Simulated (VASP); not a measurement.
Output of a VASP run:

**OUTCAR**
```
 ion  position               nearest neighbor table
   1  0.000  0.000  0.000-   3 2.61   3 2.61   3 2.61   2 2.61   2 2.61   2 2.61   3 2.61   2 2.61
  LATTYP: Found a face centered cubic cell.
 ALAT       =     6.0167368034
 Subroutine PRICEL returns:
 Original cell was already a primitive cell.
 Subroutine GETGRP returns: Found 48 space group operations
The static configuration has the point symmetry O_h .
The dynamic configuration has the point symmetry O_h .
 Subroutine INISYM returns: Found 48 space group operations
 Subroutine IBZKPT returns following result:
 Found     20 irreducible k-points:

 Following reciprocal coordinates:
            Coordinates               Weight
  0.000000  0.000000  0.000000      1.000000
  0.142857  0.000000  0.000000      8.000000
  0.285714  0.000000  0.000000      8.000000
  0.428571  0.000000  0.000000      8.000000
  0.142857  0.142857  0.000000      6.000000
  0.285714  0.142857  0.000000     24.000000
  0.428571  0.142857  0.000000     24.000000
 -0.428571  0.142857  0.000000     24.000000
 -0.285714  0.142857  0.000000     24.000000
 -0.142857  0.142857  0.000000     12.000000
  0.285714  0.285714  0.000000      6.000000
  0.428571  0.285714  0.000000     24.000000
 -0.428571  0.285714  0.000000     24.000000
 -0.285714  0.285714  0.000000     12.000000
  0.428571  0.428571  0.000000      6.000000
 -0.428571  0.428571  0.000000     12.000000
  0.428571  0.285714  0.142857     24.000000
 -0.428571  0.285714  0.142857     48.000000
 -0.428571  0.428571  0.142857     24.000000
 -0.285714  0.428571  0.142857     24.000000
   k-points           NKPTS =     20   k-points in BZ     NKDIM =     20   number of bands    NBANDS=     18
   number of dos      NEDOS =    301   number of ions     NIONS =      3
   total plane-waves  NPLWV =  32768
   dimension x,y,z NGX =    32 NGY =   32 NGZ =   32
   dimension x,y,z NGXF=    64 NGYF=   64 NGZF=   64
   ions per type =               1   2
   PREC   = accura    normal or accurate (medium, high low for compatibility)
   ISTART =      0    job   : 0-new  1-cont  2-samecut
   ICHARG =      2    charge: 1-file 2-atom 10-const
   ISPIN  =      1    spin polarized calculation?
   LNONCOLLINEAR =      F non collinear calculations
   LSORBIT =      F    spin-orbit coupling
   INIWAV =      1    electr: 0-lowe 1-rand  2-diag
   ENCUT  =  520.0 eV  38.22 Ry    6.18 a.u.   7.91  7.91  7.91*2*pi/ulx,y,z
   NELM   =    100;   NELMIN=  2; NELMDL= -5     # of ELM steps
   EDIFF  = 0.1E-06   stopping-criterion for ELM
   LREAL  =      F    real-space projection
   NLSPLINE    = F    spline interpolate recip. space projectors
   LMAXMIX     =    4 max onsite mixed and CHGCAR
   VOSKOWN=      0    Vosko Wilk Nusair interpolation
   EDIFFG = 0.1E-05   stopping-criterion for IOM
   NSW    =      0    number of steps for IOM
   NBLOCK =      1;   KBLOCK =      1    inner block; outer block
   IBRION =     -1    ionic relax: 0-MD 1-quasi-New 2-CG
   NFREE  =      0    steps in history (QN), initial steepest desc. (CG)
   ISIF   =      2    stress and relaxation
   ISYM   =      2    0-nonsym 1-usesym 2-fastsym
   TEIN   =    0.0    initial temperature
   TEBEG  =    0.0;   TEEND  =   0.0 temperature during run
   SMASS  =  -3.00    Nose mass-parameter (am)
   PSTRESS=    0.0 pullay stress
   NELECT =      28.0000    total number of electrons
   EFERMI =   0.00;   METHOD = LEGACY
   ISMEAR =     0;   SIGMA  =   0.05  broadening in eV -4-tet -1-fermi 0-gaus
   IALGO  =     38    algorithm
   LDIAG  =      T    sub-space diagonalisation (order eigenvalues)
   IMIX   =      4    mixing-type and parameters
     AMIX     =   0.40;   BMIX     =  1.00
     AMIX_MAG =   1.60;   BMIX_MAG =  1.00
     AMIN     =   0.10
   METAGGA = SCAN    functional components
   VOSKOWN =     0    Vosko Wilk Nusair interpolation
   LHFCALC =     F    Hartree Fock is set to
   LHFONE  =     F    Hartree Fock one center treatment
   AEXX    =    0.0000 exact exchange contribution
...
```

File OSZICAR:
```
       N       E                     dE             d eps       ncg     rms          rms(c)
DAV:   1     0.230715125300E+03    0.23072E+03   -0.15304E+04   720   0.177E+03
DAV:   2    -0.702589954909E+02   -0.30097E+03   -0.29038E+03   804   0.471E+02
DAV:   3    -0.990774855051E+02   -0.28818E+02   -0.28480E+02   862   0.158E+02
DAV:   4    -0.999154618977E+02   -0.83798E+00   -0.83681E+00   768   0.279E+01
DAV:   5    -0.999421456461E+02   -0.26684E-01   -0.26682E-01   800   0.530E+00    0.717E+00
DAV:   6    -0.915816157585E+02    0.83605E+01   -0.74835E+00   930   0.448E+01    0.217E+00
DAV:   7    -0.899153428916E+02    0.16663E+01   -0.18265E+00   730   0.181E+01    0.187E+00
DAV:   8    -0.917051237688E+02   -0.17898E+01   -0.64235E-01   720   0.113E+01    0.103E+00
DAV:   9    -0.895222279421E+02    0.21829E+01   -0.85262E-01   720   0.962E+00    0.150E+00
DAV:  10    -0.900530427480E+02   -0.53081E+00   -0.48077E-01   720   0.574E+00    0.192E-01
DAV:  11    -0.900117968834E+02    0.41246E-01   -0.16217E-02   746   0.147E+00    0.182E-01
DAV:  12    -0.899927388486E+02    0.19058E-01   -0.77482E-02   720   0.286E+00    0.532E-01
DAV:  13    -0.900259028199E+02   -0.33164E-01   -0.45872E-02   720   0.255E+00    0.346E-01
DAV:  14    -0.900638202614E+02   -0.37917E-01   -0.13105E-02   720   0.128E+00    0.186E-01
DAV:  15    -0.900651869118E+02   -0.13667E-02   -0.60944E-04   736   0.283E-01    0.144E-01
DAV:  16    -0.900648919051E+02    0.29501E-03   -0.16347E-03   840   0.330E-01    0.249E-02
DAV:  17    -0.900650810930E+02   -0.18919E-03   -0.30906E-04   720   0.231E-01    0.680E-03
DAV:  18    -0.900650691212E+02    0.11972E-04   -0.68828E-05   720   0.986E-02    0.178E-02
DAV:  19    -0.900650875949E+02   -0.18474E-04   -0.79091E-06   732   0.316E-02    0.125E-02
DAV:  20    -0.900651064428E+02   -0.18848E-04   -0.17579E-05   724   0.429E-02    0.211E-03
DAV:  21    -0.900651045690E+02    0.18738E-05   -0.17020E-06   720   0.161E-02    0.248E-03
DAV:  22    -0.900651055268E+02   -0.95782E-06   -0.79816E-07   720   0.112E-02    0.247E-03
DAV:  23    -0.900651065622E+02   -0.10353E-05   -0.17232E-07   720   0.465E-03    0.127E-03
DAV:  24    -0.900651074754E+02   -0.91321E-06   -0.17847E-07   640   0.515E-03    0.592E-04
DAV:  25    -0.900651078504E+02   -0.37503E-06   -0.16693E-08   400   0.166E-03    0.451E-04
DAV:  26    -0.900651082944E+02   -0.44400E-06   -0.15061E-08   360   0.128E-03    0.136E-04
DAV:  27    -0.900651083071E+02   -0.12699E-07   -0.27246E-09   360   0.667E-04
   1 F= -.90065108E+02 E0= -.90065108E+02  d E =-.865845E-11
```

### OUTCAR
```
------------------------ aborting loop because EDIFF is reached ----------------------------------------
  FORCE on cell =-STRESS in cart. coord.  units (eV):
  Direction    XX          YY          ZZ          XY          YZ          ZX
  --------------------------------------------------------------------------------------
  Total       -1.3759346     -1.3759346     -1.3759346     -0.0000000     -0.0000000      0.0000000
  in kB      -40.4841764    -40.4841764    -40.4841764     -0.0000000     -0.0000000      0.0000000
  external PRESSURE =     -40.4841764 kB  Pullay stress =       0.0000000 kB
  volume of cell :       54.45
      direct lattice vectors                 reciprocal lattice vectors
     0.000000000  3.008368402  3.008368402    -0.166203049  0.166203049  0.166203049
     3.008368402  0.000000000  3.008368402     0.166203049 -0.166203049  0.166203049
     3.008368402  3.008368402  0.000000000     0.166203049  0.166203049 -0.166203049
 POSITION                                       TOTAL-FORCE (eV/Angst)
 -----------------------------------------------------------------------------------
      0.00000      0.00000      0.00000        -0.000000     -0.000000     -0.000000
      1.50418      1.50418      1.50418         0.000000      0.000000      0.000000
      4.51255      4.51255      4.51255        -0.000000     -0.000000     -0.000000
 -----------------------------------------------------------------------------------
    total drift:                                0.000000     -0.000000      0.000000
  FREE ENERGIE OF THE ION-ELECTRON SYSTEM (eV)
  ---------------------------------------------------
  free  energy   TOTEN  =       -90.0651083071 eV

  energy  without entropy=      -90.0651083071  energy(sigma->0) =      -90.06510831
```
(Selected blocks of OUTCAR.)

File POSCAR:
```
PbF2
1
    0.0000000000     3.0083684017     3.0083684017
    3.0083684017     0.0000000000     3.0083684017
    3.0083684017     3.0083684017     0.0000000000
Pb F
1 2
Direct
  0.0000000000   0.0000000000   0.0000000000
  0.2500000000   0.2500000000   0.2500000000
  0.7500000000   0.7500000000   0.7500000000
```

Write an INCAR and KPOINTS that could have produced this output.

This is not unique; one that fits is the input of the run itself, SCAN meta-GGA, plane waves, VASP's PBE PAW potentials (set 64).

KPOINTS:
```
Regular mesh
0
gamma
7 7 7
```

### INCAR
```
# general
SYSTEM  = PbF2
PREC    = Accurate
ENCUT   = 520
LREAL   = .FALSE.
LASPH   = .TRUE.

# electronic loop
EDIFF   = 1E-7
NELM    = 100
ALGO    = Normal
LMAXMIX = 4
LMIXTAU = .TRUE.

# smearing
ISMEAR  = 0
SIGMA   = 0.05

# functional
METAGGA = SCAN

# ions
ISIF    = 2

# output
LWAVE   = .FALSE.
LCHARG  = .FALSE.
```

POTCAR, in this order: Pb_d F (PBE.64 set). Program: vasp_std.

The compound is PbF2 in the fluorite structure, the β form. This cell is one point of a volume scan, at 1.06 of the reference volume.
